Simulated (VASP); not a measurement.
Calculation: PBE GGA, VASP's PBE PAW potentials (set 64) (plane waves; VASP).

VASP input:

### INCAR
```
NELM  =  100
LASPH  =  .TRUE.
ISIF  =  2   # forces and stress, cell fixed
LREAL  =  .FALSE.   # projection in real space or not
SYSTEM  =  AsAu3
PREC  =  Accurate
SIGMA  =  0.2   # width (eV)
ALGO  =  Normal   # blocked Davidson
GGA  =  PE   # PBE
LMAXMIX  =  6
LCHARG  =  .FALSE.
ENCUT  =  400   # plane-wave cut-off (eV)
LWAVE  =  .FALSE.
ISMEAR  =  1   # Methfessel-Paxton
EDIFF  =  1E-6
```

### KPOINTS
```
Automatic mesh
0
Gamma
5 5 5
0 0 0
```

**POSCAR**
```
AsAu3
1
    0.0000000000     3.4412440000     3.4412440000
    3.4412440000     0.0000000000     3.4412440000
    3.4412440000     3.4412440000     0.0000000000
As Au
1 3
Direct
  0.0000000000   0.0000000000   0.0000000000
  0.5000000000   0.5000000000   0.5000000000
  0.2500000000   0.2500000000   0.2500000000
  0.7500000000   0.7500000000   0.7500000000
```

POTCAR, in this order: As Au (PBE.64 set). Program: vasp_std.

Unless said otherwise, spin-orbit coupling is left out, though it shifts the bands of the heavy elements here.

Question: Predict the energy per atom (σ→0), pressure, band gap (on the k-mesh).

Answer: 
| Property | Result |
|---|---|
| energy per atom (σ→0) | -3.281 eV/atom |
| band gap (on the k-mesh) | none (metal, semimetal or under 0.01 eV) |
| pressure | -8.42 GPa |

File OSZICAR:
```
...
DAV:   7    -0.131443055329E+02    0.57018E-01   -0.17837E-01   509   0.255E+00    0.448E+00
DAV:   8    -0.131359485943E+02    0.83569E-02   -0.90542E-02   488   0.151E+00    0.727E-01
DAV:   9    -0.131331030474E+02    0.28455E-02   -0.19009E-02   526   0.631E-01    0.178E-01
DAV:  10    -0.131327136690E+02    0.38938E-03   -0.25741E-03   496   0.373E-01    0.343E-02
DAV:  11    -0.131327146702E+02   -0.10012E-05   -0.15091E-04   524   0.711E-02    0.175E-02
DAV:  12    -0.131327198842E+02   -0.52141E-05   -0.95914E-06   502   0.262E-02    0.109E-02
DAV:  13    -0.131327206435E+02   -0.75928E-06   -0.18983E-06   279   0.120E-02
   1 F= -.13132721E+02 E0= -.13124751E+02  d E =-.239089E-01
```

The structure was generated: AsAu3 was put into the D03 type (Fm-3m), which need not be its known phase. The cell was not relaxed at this level. The k-mesh is coarse (spacing up to 0.32 per Å, 2π included), so the numbers may not be converged in it. The run is one of a series of settings (ISMEAR = 1, SIGMA = 0.2 against the base run), some of them coarse on purpose.
